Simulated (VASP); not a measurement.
An input for Ansatz (written as the equivalent of a VASP run, and not itself run):

Ansatz 0.2 input:
```yaml
crystal:
  lattice:
    - [0.0000000, 2.0498340, 2.0498340]
    - [2.0498340, 0.0000000, 2.0498340]
    - [2.0498340, 2.0498340, 0.0000000]
  atoms:
    - { symbol: Al, position: [0.0000000, 0.0000000, 1.0000000] }
kpoints:
  mp_grid: { grid: [15, 15, 15] }
hamiltonian:
  xc: rpbe
  pseudopotentials: { kind: paw }
scf:
  occupations: { method: methfessel_paxton, width: 0.1 }
  max_iter: 100
output: { forces: true, stress: true, eigenvalues: true }
```

Translate this input to VASP (INCAR, KPOINTS, POSCAR, choice of POTCAR).

This is not unique; one that fits is 
**INCAR**
```
# general
SYSTEM = Al
PREC   = Accurate
ENCUT  = 520
LREAL  = F
LASPH  = T

# electronic loop
EDIFF  = 1E-7
NELM   = 100
ALGO   = Normal

# smearing
ISMEAR = 1
SIGMA  = 0.1

# functional
GGA    = RP

# ions
ISIF   = 2

# output
LWAVE  = F
LCHARG = F
```

**KPOINTS**
```
Automatic mesh
0
Gamma
15 15 15
0 0 0
```

**POSCAR**
```
Al
2.0498340
  0.0000000000   1.0000000197   1.0000000197
  1.0000000197   0.0000000000   1.0000000197
  1.0000000197   1.0000000197   0.0000000000
Al
1
Direct
  0.0000000000   0.0000000000   1.0000000000
```

POTCAR, in this order: Al (PBE.64 set). Program: vasp_std.

What does not carry over: each code has its own PAW files, so the cut-off isn't converted (ENCUT is set for VASP's; basis.ecutwfc is left out, and Ansatz then takes the one that its files recommend); Ansatz stops its SCF on the density residual and VASP on the energy change (EDIFF).

The compound is Al in the fcc structure. This cell is one point of a volume scan, at 1.03 of the reference volume.
